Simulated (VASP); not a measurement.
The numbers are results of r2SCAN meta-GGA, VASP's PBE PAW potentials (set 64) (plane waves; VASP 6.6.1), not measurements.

Input for VASP

POSCAR:
```
V
1.0
 -1.4914862217   1.4914862217   1.4914862217
  1.4914862217  -1.4914862217   1.4914862217
  1.4914862217   1.4914862217  -1.4914862217
V
1
Cartesian
  0.0000000000   0.0000000000   0.0000000000
```

INCAR:
```
# general
SYSTEM  = V
PREC    = Normal
ENCUT   = 400
LREAL   = .FALSE.
LASPH   = .TRUE.

# electronic loop
EDIFF   = 1E-5
NELM    = 100   # most electronic steps
NELMIN  = 4
ALGO    = Normal   # blocked Davidson
LMAXMIX = 4
LMIXTAU = .TRUE.

# smearing
ISMEAR  = 1
SIGMA   = 0.1   # width (eV)

# functional
METAGGA = R2SCAN

# ions
IBRION  = 2   # conjugate gradients
NSW     = 20   # most ionic steps
ISIF    = 2
EDIFFG  = -0.03   # ionic stop

# output
LWAVE   = .FALSE.
LCHARG  = .FALSE.
```

**KPOINTS**
```
K-points
0
Gamma
19 19 19
```

POTCAR, in this order: V_sv (PBE.64 set). Program: vasp_std.

What VASP printed:

### OSZICAR
```
       N       E                     dE             d eps       ncg     rms          rms(c)
DAV:   1     0.643814758904E+02    0.64381E+02   -0.65866E+03  4402   0.122E+03
DAV:   2    -0.175565286478E+02   -0.81938E+02   -0.80199E+02  4540   0.340E+02
DAV:   3    -0.188668631150E+02   -0.13103E+01   -0.12898E+01  4628   0.501E+01
DAV:   4    -0.188750079949E+02   -0.81449E-02   -0.81411E-02  4486   0.415E+00
DAV:   5    -0.188750930156E+02   -0.85021E-04   -0.85020E-04  4572   0.425E-01    0.231E+01
DAV:   6    -0.138104201978E+02    0.50647E+01   -0.13564E+01  4420   0.599E+01    0.340E+00
DAV:   7    -0.141467450197E+02   -0.33632E+00   -0.11648E+00  4400   0.157E+01    0.245E+00
DAV:   8    -0.141127064681E+02    0.34039E-01   -0.25685E-01  4404   0.751E+00    0.948E-01
DAV:   9    -0.141402653131E+02   -0.27559E-01   -0.12251E-02  4412   0.167E+00    0.804E-01
DAV:  10    -0.141357723608E+02    0.44930E-02   -0.20913E-02  4406   0.214E+00    0.660E-02
DAV:  11    -0.141365092666E+02   -0.73691E-03   -0.91951E-04  4404   0.424E-01    0.167E-01
DAV:  12    -0.141360116693E+02    0.49760E-03   -0.66808E-04  4402   0.353E-01    0.990E-02
DAV:  13    -0.141357595787E+02    0.25209E-03   -0.38453E-04  4410   0.272E-01    0.635E-03
DAV:  14    -0.141357604005E+02   -0.82180E-06   -0.44777E-06  2310   0.281E-02
   1 F= -.14135760E+02 E0= -.14135792E+02  d E =-.141358E+02
```

OUTCAR:
```
------------------------ aborting loop because EDIFF is reached ----------------------------------------
  FORCE on cell =-STRESS in cart. coord.  units (eV):
  Direction    XX          YY          ZZ          XY          YZ          ZX
  --------------------------------------------------------------------------------------
  Total       -0.0673444     -0.0673444     -0.0673444      0.0000000     -0.0000000      0.0000000
  in kB       -8.1300681     -8.1300681     -8.1300681      0.0000000     -0.0000000      0.0000000
  external PRESSURE =      -8.1300681 kB  Pullay stress =       0.0000000 kB
  volume of cell :       13.27
      direct lattice vectors                 reciprocal lattice vectors
    -1.491486222  1.491486222  1.491486222     0.000000000  0.335236084  0.335236084
     1.491486222 -1.491486222  1.491486222     0.335236084  0.000000000  0.335236084
     1.491486222  1.491486222 -1.491486222     0.335236084  0.335236084  0.000000000
 POSITION                                       TOTAL-FORCE (eV/Angst)
 -----------------------------------------------------------------------------------
      0.00000      0.00000      0.00000         0.000000      0.000000     -0.000000
 -----------------------------------------------------------------------------------
    total drift:                               -0.000000     -0.000000      0.000000
  FREE ENERGIE OF THE ION-ELECTRON SYSTEM (eV)
  ---------------------------------------------------
  free  energy   TOTEN  =       -14.1357604005 eV

  energy  without entropy=      -14.1358542650  energy(sigma->0) =      -14.13579169

 reached required accuracy - stopping structural energy minimisation
```
(Selected blocks of OUTCAR.)

The compound is V in the bcc structure. It was relaxed first. The run is not spin-polarised, so no magnetic state was tried.
